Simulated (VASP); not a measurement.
Calculation: AM05 GGA, VASP's PBE PAW potentials (set 64) (plane waves; VASP 6.6.1).

VASP input:

### POSCAR
```
FePt
1
    2.6810118294     0.0000000000     0.0000000000
    0.0000000000     2.6810118294     0.0000000000
    0.0000000000     0.0000000000     3.7085067462
Fe Pt
1 1
Direct
  0.0000000000   0.0000000000   0.0000000000
  0.5000000000   0.5000000000   0.5000000000
```

File KPOINTS:
```
Automatic mesh
0
Gamma
15 15 11
0 0 0
```

### INCAR
```
SYSTEM = FePt
PREC = Accurate
ENCUT = 520
EDIFF = 1E-7
NELM = 100
ALGO = Normal
LREAL = .FALSE.
LASPH = .TRUE.
ISMEAR = -5
GGA = AM
LMAXMIX = 6
ISPIN = 2
MAGMOM = 2.8 0.3
LORBIT = 11
LWAVE = .FALSE.
LCHARG = .TRUE.
NEDOS = 601
ISIF = 2
```

POTCAR, in this order: Fe Pt (PBE.64 set). Program: vasp_std.

Unless said otherwise, spin-orbit coupling is left out, though it shifts the bands of the heavy elements here.

Q: Estimate the energy per atom (σ→0), cell moment, band gap (on the k-mesh).

A: 
| Quantity | Result |
|---|---|
| energy per atom (σ→0) | -7871 meV/atom |
| cell moment | 3.18 μB |
| band gap (on the k-mesh) | none (metal, semimetal or under 0.01 eV) |

File OSZICAR:
```
...
DAV:  13    -0.157427842523E+02   -0.29224E-04   -0.35123E-05 17060   0.121E-01    0.352E-02
DAV:  14    -0.157427857509E+02   -0.14986E-05   -0.37094E-06 18428   0.444E-02    0.114E-02
DAV:  15    -0.157427847547E+02    0.99616E-06   -0.13778E-06 17410   0.294E-02    0.343E-03
DAV:  16    -0.157427846373E+02    0.11744E-06   -0.13581E-07  7359   0.742E-03    0.126E-03
DAV:  17    -0.157427843956E+02    0.24167E-06   -0.65949E-08  7159   0.284E-03    0.893E-04
DAV:  18    -0.157427845925E+02   -0.19685E-06   -0.17874E-08  6886   0.330E-03    0.275E-04
DAV:  19    -0.157427845115E+02    0.81006E-07   -0.28270E-09  6830   0.598E-04
   1 F= -.15742785E+02 E0= -.15742785E+02  d E =0.000000E+00  mag=     3.1831
```

The compound is FePt in the L1_0 structure. It was relaxed first.
